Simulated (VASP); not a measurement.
Here is the system:

```xyz
1
Lattice="0.0000 1.6895 1.6895 1.6895 0.0000 1.6895 1.6895 1.6895 0.0000" Properties=species:S:1:pos:R:3 pbc="T T T"
Ni     0.0000     0.0000     0.0000
```
Starting moments (μB, in the order of the record's atoms Ni): 0.6.

Calculation: PBEsol GGA, VASP's PBE PAW potentials (set 64) (plane waves; VASP). Run with 500 eV cut-off, 18×18×18 Γ-centred mesh, first-order Methfessel-Paxton smearing of 0.10 eV, potentials Ni.

Problem. Estimate the cell moment, energy per atom (σ→0), pressure, band gap (on the k-mesh) with the smallest direct gap where there is one.

Solution. 
The band gap (on the k-mesh) is none (metal, semimetal or under 0.01 eV) and the cell moment is 0.60 μB. The energy per atom (σ→0) comes out as -6.095 eV/atom and the pressure comes out as 19.81 GPa.

Problem. Give the moment on each site (PAW-sphere projection).

Solution. 
| site | moment (μB) |
|---|---|
| Ni1 | 0.60 |

The compound is Ni in the fcc structure. It was relaxed first under an external pressure of 20 GPa.
